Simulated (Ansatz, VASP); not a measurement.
# H2C4SCl2O2 (H2C4SCl2O2 (C2/c)) in two plane-wave programs

Aim: how closely do two programs agree when they are given the same cell, functional and k mesh? Of the first pair: The structure shown is the start of the Ansatz relaxation below; VASP solves that cell, so the two are compared at the walk's first step.

Main program and level: Ansatz 0.2.0; plane waves, with VASP 6.6.1 beside it; single point at PBE with D3(BJ).

### 1. The starting structure

The cell holds 176 atoms: 32 H, 64 C, 16 S, 32 Cl and 32 O. Its edges and angles: a = 15.081 Å, b = 10.085 Å, c = 16.711 Å, α = 90.0°, β = 91.2°, γ = 90.0°. It derives from H2C4SCl2O2 (C2/c), repeated 2×1×2. As first built, before any earlier steps moved the atoms (in the runner's words): H2C4SCl2O2, space group C2/c, measured structure (Crystallography Open Database), 2 x 1 x 2 conventional cells; every coordinate displaced by a Gaussian of 0.01 A; bonds to H set to neutron lengths (C-H 1.089, N-H 1.015, O-H 0.983, B-H 1.19 A) where the measured ones are shorter.

### 2. Ansatz: relaxation, PBE with D3(BJ)

Ansatz runs on its default PAW (the set named soft_2) files.

The two programs are compared at the cell with which this relaxation starts, whose forces are those of its first step.

input.yaml

```yaml
crystal:
  lattice:
    - [15.08035, 0.0007, -0.11209]
    - [0.00048, 10.08536, 0.00083]
    - [-0.2126, 0.00137, 16.7099]
  atoms:
    - { symbol: H, position: [0.32381, 0.33348, 0.08648] }
    - { symbol: H, position: [0.17695, 0.33319, 0.16335] }
    - { symbol: H, position: [0.07374, 0.8336, 0.08646] }
    - { symbol: H, position: [0.42629, 0.8335, 0.16348] }
    - { symbol: H, position: [0.17655, 0.66672, 0.41343] }
    - { symbol: H, position: [0.32346, 0.66679, 0.33663] }
    - { symbol: H, position: [0.42665, 0.16665, 0.41343] }
    - { symbol: H, position: [0.07352, 0.16652, 0.33656] }
    - { symbol: C, position: [0.07237, 0.0415, 0.0877] }
    - { symbol: C, position: [0.42778, 0.04139, 0.16226] }
    - { symbol: C, position: [0.32238, 0.54137, 0.08771] }
    - { symbol: C, position: [0.17801, 0.5411, 0.16211] }
    - { symbol: C, position: [0.4279, 0.95875, 0.41222] }
    - { symbol: C, position: [0.07224, 0.95861, 0.33777] }
    - { symbol: C, position: [0.17787, 0.45883, 0.41227] }
    - { symbol: C, position: [0.32224, 0.45888, 0.33785] }
    - { symbol: C, position: [0.04133, 0.92267, 0.10369] }
    - { symbol: C, position: [0.45874, 0.92253, 0.14625] }
    - { symbol: C, position: [0.29139, 0.42252, 0.10373] }
    - { symbol: C, position: [0.20921, 0.42237, 0.14611] }
    - { symbol: C, position: [0.459, 0.07753, 0.3962] }
    - { symbol: C, position: [0.04116, 0.07741, 0.35378] }
    - { symbol: C, position: [0.20894, 0.57763, 0.39623] }
    - { symbol: C, position: [0.29112, 0.57766, 0.35386] }
    - { symbol: S, position: [0.2501, 0.66341, 0.12491] }
    - { symbol: S, position: [0.00015, 0.16359, 0.12495] }
    - { symbol: S, position: [0.25009, 0.33667, 0.37508] }
    - { symbol: S, position: [3.0e-05, 0.83644, 0.37495] }
    - { symbol: Cl, position: [0.16294, 0.08929, 0.04099] }
    - { symbol: Cl, position: [0.33728, 0.0893, 0.20903] }
[... 140 atom lines left out ...]
    - { symbol: O, position: [0.95828, 0.23588, 0.56138] }
    - { symbol: O, position: [0.54174, 0.23583, 0.68869] }
    - { symbol: O, position: [0.79175, 0.26404, 0.93869] }
    - { symbol: O, position: [0.70845, 0.26404, 0.8114] }
    - { symbol: O, position: [0.5417, 0.76411, 0.93863] }
    - { symbol: O, position: [0.9583, 0.76428, 0.81139] }
kpoints:
  mp_grid: { grid: [1, 1, 1] }
hamiltonian:
  xc: pbe
  dispersion: d3bj
scf:
  occupations: { method: fixed }
output:
  forces: true
  eigenvalues: true
  stress: true
relax:
  f_tol: 0.05
  max_steps: 70
```

Command:

```bash
ansatz run input.yaml --threads 4 --pin off --max-ram 8192MiB --backend cpu --events-out ev --progress --plain --runs-dir out
```

Numbers of over 12 decimals in the logs are rounded to 6 here.

Log:

```text
Warning: output.stress: scf.convergence.dr2_threshold = 1e-7 eV (the SCF's general default) is looser than the 1.08e-8 eV advised for a printed stress (1e-10 eV for each atom of the cell: 176, of which 108 are counted). What an SCF threshold leaves in a stress goes as its square root, and in the free energy as the threshold itself, and one threshold admits the most on a small cell: [figures from the program's tests c [...]
Engine: ansatz 0.2.0, aarch64-unknown-linux-gnu
Pseudopotentials: kind: paw
Pseudopotential: H, paw, valence charge 1, recommended cutoff 420 eV (normal), H.paw.azcp
Pseudopotential: C, paw, valence charge 4, recommended cutoff 420 eV (normal), C.paw.azcp
Pseudopotential: S, paw, valence charge 6, recommended cutoff 420 eV (normal), S.paw.azcp
Pseudopotential: Cl, paw, valence charge 7, recommended cutoff 420 eV (normal), Cl.paw.azcp
Pseudopotential: O, paw, valence charge 6, recommended cutoff 420 eV (normal), O.paw.azcp
Functional definition: PBE
  parameter kappa = 0.804
  parameter beta = 0.066725
  exchange = pbe_x(kappa = kappa, mu = beta*pi^2/3)
  correlation = pbe_c(beta = beta)
Crystal: 176 atoms, lattice volume = 2541.181 Å³
Basis set: ecut = 420 eV, 49633 PW (Γ), exchange–correlation on 216×144×240 points (8 copies of the dense FFT grid, shifted against one another)
Bands: 576, of which v1, the nominal top of the filled ones, is band 400 counted from 1 (399 counted from 0)
Symmetry: 1 space group operations
Space group: P1 (ITA 1), of the structure as read, at distance tolerance 1.4e-4 Å
k-points: 1
Non-local potential: H, projectors of the file, l = 0: 2, l = 1: 1
Non-local potential: C, projectors of the file, l = 0: 2, l = 1: 2, l = 2: 1
Non-local potential: S, projectors of the file, l = 0: 2, l = 1: 2, l = 2: 2
Non-local potential: Cl, projectors of the file, l = 0: 2, l = 1: 2, l = 2: 2
Non-local potential: O, projectors of the file, l = 0: 2, l = 1: 2, l = 2: 1
PAW form: soft (Blöchl's): semilocal exchange-correlation on the pseudo side does not see the compensation charge
PAW one-centre angular grid: H, 110 points (default); XC on 64 Gauss nodes
PAW one-centre angular grid: C, 110 points (default); XC on 64 Gauss nodes
PAW one-centre angular grid: S, 110 points (default); XC on 64 Gauss nodes
PAW one-centre angular grid: Cl, 110 points (default); XC on 64 Gauss nodes
PAW one-centre angular grid: O, 110 points (default); XC on 64 Gauss nodes
Initial density: superposition of atomic densities (neutral atoms: chi_scale 0, normalization atom), corrected by the library's trained network
Initial wavefunctions: pseudopotential atomic-orbital guess
Functional: x = pbe(κ = 0.804, μ = 0.219515), c = pbe(β = 0.066725)
SCF iter   1: F=—  HF=-83665.566191 eV  |F-HF|=—  |Δ(HF+E_count)|=         —  Δρ=6.76e-3  dr2=1.31e0  ethr=1.77e-3  ⟨swp⟩=5.0  Hψ=2248  notcnv=0  defer=161
preconditioner: auto → Resta (q_TF=auto, 2.250 Å⁻¹)  ε∞=3.1  [insulator: Δε(μ)=2.296 eV  Ē_g=13.972 eV  n_scr=490 (ndim 8)  ℏωp=20.4 eV  f_vac=0.121  ε∞_Penn≈3.1]
SCF iter   2: F=—  HF=-83665.150757 eV  |F-HF|=—  |Δ(HF+E_count)|=   4.15e-1  Δρ=3.56e-3  dr2=2.07e-1  ethr=1.64e-4  ⟨swp⟩=2.0  Hψ=906  notcnv=0  defer=171
SCF iter   3: F=—  HF=-83665.166094 eV  |F-HF|=—  |Δ(HF+E_count)|=   1.53e-2  Δρ=1.56e-3  dr2=5.46e-2  ethr=2.58e-5  ⟨swp⟩=2.0  Hψ=821  notcnv=0  defer=171
SCF iter   4: F=—  HF=-83665.166824 eV  |F-HF|=—  |Δ(HF+E_count)|=   7.30e-4  Δρ=4.19e-4  dr2=3.23e-3  ethr=6.83e-6  ⟨swp⟩=2.0  Hψ=819  notcnv=0  defer=173
SCF iter   5: F=—  HF=-83665.168221 eV  |F-HF|=—  |Δ(HF+E_count)|=   1.40e-3  Δρ=1.39e-4  dr2=4.23e-4  ethr=4.04e-7  ⟨swp⟩=2.0  Hψ=667  notcnv=0  defer=173
SCF iter   6: F=—  HF=-83665.168453 eV  |F-HF|=—  |Δ(HF+E_count)|=   2.32e-4  Δρ=4.84e-5  dr2=5.69e-5  ethr=5.29e-8  ⟨swp⟩=2.0  Hψ=816  notcnv=0  defer=173
SCF iter   7: F=-83665.168485 eV  HF=-83665.168481 eV  |F-HF|=4.28e-6  |Δ(HF+E_count)|=   2.78e-5  Δρ=1.56e-5  dr2=6.60e-6  ethr=7.11e-9  ⟨swp⟩=17.0  Hψ=4158  notcnv=0
[...]
- { symbol: S, position: [0.000141699, 0.164175, 0.625049] }
    - { symbol: S, position: [0.250016, 0.336031, 0.875112] }
    - { symbol: S, position: [-6.747484841018725e-5, 0.835922, 0.874903] }
    - { symbol: Cl, position: [0.166435, 0.089292, 0.540066] }
    - { symbol: Cl, position: [0.333800, 0.089130, 0.710078] }
    - { symbol: Cl, position: [0.416234, 0.589188, 0.539964] }
    - { symbol: Cl, position: [0.083648, 0.589309, 0.709901] }
    - { symbol: Cl, position: [0.333759, 0.910820, 0.959878] }
    - { symbol: Cl, position: [0.166212, 0.910828, 0.789905] }
    - { symbol: Cl, position: [0.083714, 0.410905, 0.960091] }
    - { symbol: Cl, position: [0.416258, 0.411017, 0.790095] }
    - { symbol: O, position: [0.207519, 0.738299, 0.560024] }
    - { symbol: O, position: [0.292378, 0.738359, 0.689754] }
    - { symbol: O, position: [0.457626, 0.238243, 0.560249] }
    - { symbol: O, position: [0.042585, 0.238244, 0.689928] }
    - { symbol: O, position: [0.292517, 0.261928, 0.939966] }
    - { symbol: O, position: [0.207574, 0.261845, 0.810281] }
    - { symbol: O, position: [0.042369, 0.761713, 0.939747] }
    - { symbol: O, position: [0.457583, 0.761687, 0.810066] }
    - { symbol: H, position: [0.825559, 0.327903, 0.086456] }
    - { symbol: H, position: [0.674758, 0.327925, 0.163653] }
    - { symbol: H, position: [0.575408, 0.828122, 0.086472] }
    - { symbol: H, position: [0.924627, 0.828117, 0.163621] }
    - { symbol: H, position: [0.674636, 0.671913, 0.413486] }
    - { symbol: H, position: [0.825434, 0.671961, 0.336251] }
    - { symbol: H, position: [0.924671, 0.172110, 0.413628] }
    - { symbol: H, position: [0.575404, 0.172147, 0.336382] }
    - { symbol: C, position: [0.573931, 0.040165, 0.087465] }
    - { symbol: C, position: [0.926222, 0.040156, 0.162711] }
    - { symbol: C, position: [0.823986, 0.539946, 0.087375] }
    - { symbol: C, position: [0.676294, 0.539969, 0.162626] }
    - { symbol: C, position: [0.926152, 0.960066, 0.412579] }
    - { symbol: C, position: [0.573825, 0.960103, 0.337310] }
    - { symbol: C, position: [0.676259, 0.459874, 0.412561] }
    - { symbol: C, position: [0.823926, 0.459919, 0.337271] }
    - { symbol: C, position: [0.542156, 0.918986, 0.103752] }
    - { symbol: C, position: [0.957929, 0.918956, 0.146374] }
    - { symbol: C, position: [0.792266, 0.418748, 0.103698] }
    - { symbol: C, position: [0.708036, 0.418760, 0.146366] }
    - { symbol: C, position: [0.957929, 0.081261, 0.396337] }
    - { symbol: C, position: [0.542104, 0.081305, 0.353623] }
    - { symbol: C, position: [0.707946, 0.581087, 0.396229] }
    - { symbol: C, position: [0.792170, 0.581114, 0.353544] }
    - { symbol: S, position: [0.750124, 0.664029, 0.124962] }
    - { symbol: S, position: [0.500130, 0.164293, 0.125093] }
    - { symbol: S, position: [0.750121, 0.335825, 0.374936] }
    - { symbol: S, position: [0.499972, 0.836027, 0.374921] }
    - { symbol: Cl, position: [0.666373, 0.089235, 0.040094] }
    - { symbol: Cl, position: [0.833812, 0.089279, 0.210113] }
    - { symbol: Cl, position: [0.916432, 0.589071, 0.040031] }
    - { symbol: Cl, position: [0.583846, 0.589129, 0.209957] }
    - { symbol: Cl, position: [0.833673, 0.910954, 0.459876] }
    - { symbol: Cl, position: [0.666263, 0.910969, 0.289954] }
    - { symbol: Cl, position: [0.583861, 0.410714, 0.459967] }
    - { symbol: Cl, position: [0.916361, 0.410814, 0.289901] }
    - { symbol: O, position: [0.707657, 0.738127, 0.060088] }
    - { symbol: O, position: [0.792563, 0.738217, 0.189794] }
    - { symbol: O, position: [0.957614, 0.238442, 0.060268] }
    - { symbol: O, position: [0.542597, 0.238405, 0.189940] }
    - { symbol: O, position: [0.792604, 0.261708, 0.439793] }
    - { symbol: O, position: [0.707668, 0.261661, 0.310102] }
    - { symbol: O, position: [0.542419, 0.761845, 0.439771] }
    - { symbol: O, position: [0.957545, 0.761903, 0.310064] }
    - { symbol: H, position: [0.825536, 0.328017, 0.586487] }
    - { symbol: H, position: [0.674732, 0.328077, 0.663706] }
    - { symbol: H, position: [0.575464, 0.827956, 0.586450] }
    - { symbol: H, position: [0.924720, 0.828037, 0.663535] }
    - { symbol: H, position: [0.674557, 0.671902, 0.913541] }
    - { symbol: H, position: [0.825349, 0.671993, 0.836320] }
    - { symbol: H, position: [0.924625, 0.172045, 0.913614] }
    - { symbol: H, position: [0.575532, 0.171874, 0.836328] }
    - { symbol: C, position: [0.573925, 0.040000, 0.587461] }
    - { symbol: C, position: [0.926294, 0.040081, 0.662643] }
    - { symbol: C, position: [0.823973, 0.540057, 0.587399] }
    - { symbol: C, position: [0.676296, 0.540117, 0.662676] }
    - { symbol: C, position: [0.926120, 0.960004, 0.912567] }
    - { symbol: C, position: [0.573916, 0.959837, 0.837295] }
    - { symbol: C, position: [0.676170, 0.459860, 0.912569] }
    - { symbol: C, position: [0.823874, 0.459945, 0.837336] }
    - { symbol: C, position: [0.542184, 0.918795, 0.603731] }
    - { symbol: C, position: [0.958012, 0.918889, 0.646302] }
    - { symbol: C, position: [0.792249, 0.418867, 0.603734] }
    - { symbol: C, position: [0.708023, 0.418901, 0.646412] }
    - { symbol: C, position: [0.957883, 0.081201, 0.896309] }
    - { symbol: C, position: [0.542218, 0.081056, 0.853594] }
    - { symbol: C, position: [0.707866, 0.581081, 0.896271] }
    - { symbol: C, position: [0.792096, 0.581131, 0.853602] }
    - { symbol: S, position: [0.750134, 0.664157, 0.625002] }
    - { symbol: S, position: [0.500082, 0.164069, 0.625098] }
    - { symbol: S, position: [0.750067, 0.335831, 0.874978] }
    - { symbol: S, position: [0.500040, 0.835803, 0.874917] }
    - { symbol: Cl, position: [0.666376, 0.089135, 0.540126] }
    - { symbol: Cl, position: [0.833884, 0.089205, 0.710043] }
    - { symbol: Cl, position: [0.916397, 0.589164, 0.540013] }
    - { symbol: Cl, position: [0.583865, 0.589287, 0.710028] }
    - { symbol: Cl, position: [0.833673, 0.910873, 0.959907] }
    - { symbol: Cl, position: [0.666336, 0.910667, 0.789925] }
    - { symbol: Cl, position: [0.583758, 0.410665, 0.959939] }
    - { symbol: Cl, position: [0.916323, 0.410848, 0.789984] }
    - { symbol: O, position: [0.707671, 0.738279, 0.560136] }
    - { symbol: O, position: [0.792600, 0.738318, 0.689830] }
    - { symbol: O, position: [0.957688, 0.238393, 0.560218] }
    - { symbol: O, position: [0.542533, 0.238186, 0.689952] }
    - { symbol: O, position: [0.792524, 0.261741, 0.939860] }
    - { symbol: O, position: [0.707670, 0.261633, 0.810129] }
    - { symbol: O, position: [0.542465, 0.761635, 0.939784] }
    - { symbol: O, position: [0.957462, 0.761851, 0.810040] }
```

In the SCF lines HF is the Harris–Foulkes energy and dr2 the Hartree energy of the density residual, in eV; the loop may stop once dr2 is under the threshold and the program's other checks hold. Hψ counts applications of the Hamiltonian.

### 3. VASP: single point, PBE with D3(BJ), start cell, pair 1

The same cell, functional and mesh now go to VASP, with its own data sets.

Lines of VASP's logs that name or quote its potential files are left out, and so is its time.

INCAR

```
SYSTEM = H2C4SCl2O2
PREC = Accurate
ENCUT = 520
EDIFF = 1E-06
NELM = 120
ISMEAR = 0
SIGMA = 0.01
LREAL = Auto
ALGO = Normal
GGA = PE
IVDW = 12
NBANDS = 523
LORBIT = 11
LWAVE = .FALSE.
LCHARG = .FALSE.
ISIF = 2
LASPH = .TRUE.
GGA_COMPAT = .FALSE.
EFERMI = MIDGAP
```

POSCAR

```
H2C4SCl2O2
1.0
   15.0803500000      0.0007000000     -0.1120900000
    0.0004800000     10.0853600000      0.0008300000
   -0.2126000000      0.0013700000     16.7099000000
H C S Cl O
32 64 16 32 32
Direct
    0.3238072174      0.3334789094      0.0864827895
    0.1769500192      0.3331911152      0.1633497375
    0.0737371294      0.8335974056      0.0864621158
    0.4262868706      0.8335029821      0.1634773809
    0.1765525810      0.6667198808      0.4134277525
    0.3234571368      0.6667895247      0.3366269622
    0.4266489414      0.1666509620      0.4134306465
    0.0735177209      0.1665173528      0.3365611040
    0.3233383492      0.3333316801      0.5866202868
    0.1764269847      0.3335099224      0.6634090502
    0.0735111042      0.8334898451      0.5864217059
    0.4264319664      0.8335540437      0.6634214992
    0.1764123476      0.6665924876      0.9133579967
    0.3233305009      0.6667711963      0.8365812300
    0.4266676976      0.1666524589      0.9133499818
    0.0735326252      0.1666576382      0.8366778943
    0.8233992620      0.3334838808      0.0865904662
    0.6765083855      0.3336026237      0.1634212613
    0.5731575231      0.8331165290      0.0866225256
    0.9268222845      0.8333889507      0.1632383077
    0.6766475502      0.6665166048      0.4134610150
    0.8234977869      0.6665664340      0.3365700942
    0.9266503035      0.1665369381      0.4134094164
    0.5735194978      0.1666214628      0.3365697883
    0.8232670954      0.3333366424      0.5866225016
    0.6764101349      0.3335247832      0.6635073810
    0.5733297295      0.8333857210      0.5866087062
    0.9266776949      0.8333408588      0.6633300995
    0.6765026257      0.6663891932      0.9135288707
    0.8233802293      0.6665579967      0.8366979723
[... 140 atom lines left out ...]
    0.9582825563      0.2358825179      0.5613808646
    0.5417382305      0.2358346434      0.6886892019
    0.7917481295      0.2640421135      0.9386907099
    0.7084501769      0.2640354403      0.8113986936
    0.5416973478      0.7641110373      0.9386282769
    0.9583023682      0.7642778821      0.8113921545
```

KPOINTS

```
Automatic mesh
0
Gamma
1 1 1
0 0 0
```

The projector-augmented-wave data sets are H, C, S, Cl and O (PBE family, release 64).

Command:

```bash
export OMP_NUM_THREADS=3
mpirun -np 1 vasp_gam
```

Log:

```text
[banner, memory and clock lines left out]
running    1 mpi-ranks, on    1 nodes
[...]
Offloading initialized ...    1 GPUs detected
[...]
LDA part: xc-table for (Slater+PW92), standard interpolation
 POSCAR, INCAR and KPOINTS ok, starting setup
[...]
entering main loop
       N       E                     dE             d eps       ncg     rms          rms(c)
DAV:   1     0.849454468831E+04    0.84945E+04   -0.42681E+05  1062   0.145E+03
DAV:   2    -0.136674872298E+02   -0.85082E+04   -0.81279E+04  1548   0.339E+02
DAV:   3    -0.109316415035E+04   -0.10795E+04   -0.10662E+04  1236   0.131E+02
DAV:   4    -0.112676510577E+04   -0.33601E+02   -0.33429E+02  1292   0.243E+01
[...]
DAV:  16    -0.100586621243E+04    0.17809E-05   -0.35637E-05  1252   0.874E-03    0.436E-02
DAV:  17    -0.100586621024E+04    0.21935E-05   -0.71423E-06  1220   0.467E-03    0.101E-02
DAV:  18    -0.100586621101E+04   -0.77015E-06   -0.14487E-06   716   0.206E-03
   1 F= -.10255817E+04 E0= -.10255817E+04  d E =0.000000E+00
```

From OUTCAR (step 3):

```text
  FREE ENERGIE OF THE ION-ELECTRON SYSTEM (eV)
  ---------------------------------------------------
  free  energy   TOTEN  =     -1025.5816755595 eV

  energy  without entropy=    -1025.5816755595  energy(sigma->0) =    -1025.58167556
```

The run ends at a pressure of 6.48 GPa, with forces up to 1.5 eV/Å.

### 4. Differences

Known differences besides the potentials themselves: fixed occupations in Ansatz, narrow Gaussian smearing in VASP; the cutoff is 420 eV in Ansatz and 520 eV in VASP (PREC = Accurate, projectors in real space). Total energies have different zeros and are not compared.

Forces on 10 of the 176 atoms, those with the largest forces and the largest differences (eV/Å; atoms numbered as in POSCAR):

```
atom          Ansatz x, y, z            VASP x, y, z
O145   -0.806, 0.968, -1.394   -0.644, 0.801, -1.124
O147   -0.805, 0.968, -1.395   -0.648, 0.805, -1.131
O152  -0.803, -0.963, -1.389  -0.643, -0.794, -1.115
O153   -0.804, 0.968, -1.395   -0.645, 0.804, -1.128
O158  -0.803, -0.966, -1.391  -0.643, -0.797, -1.118
O162     0.805, 0.966, 1.391     0.648, 0.798, 1.122
O163   -0.806, 0.967, -1.392   -0.646, 0.802, -1.128
O164     0.804, 0.965, 1.391     0.644, 0.795, 1.117
O165    0.805, -0.967, 1.394    0.644, -0.800, 1.126
O171   -0.807, 0.970, -1.396   -0.646, 0.803, -1.130
```

The forces differ by 120 meV/Å r.m.s., which is 19.8 % of the r.m.s. force of 0.605 eV/Å (both taken over all components).

(Part 1 of 2 ends here.)

[Lines on the potential files, build, host, timing and source positions are cut from VASP's logs without a mark.]

[Logs are printed without paths, hosts, clocks, repeated set-up lines and the standing remarks that a program may print on its own settings, such as how far it seeks lower states.]

[Hosts, paths, dates, database ids (printed as entryN), source tags and the programs' standing remarks are cut or masked in the printed files.]
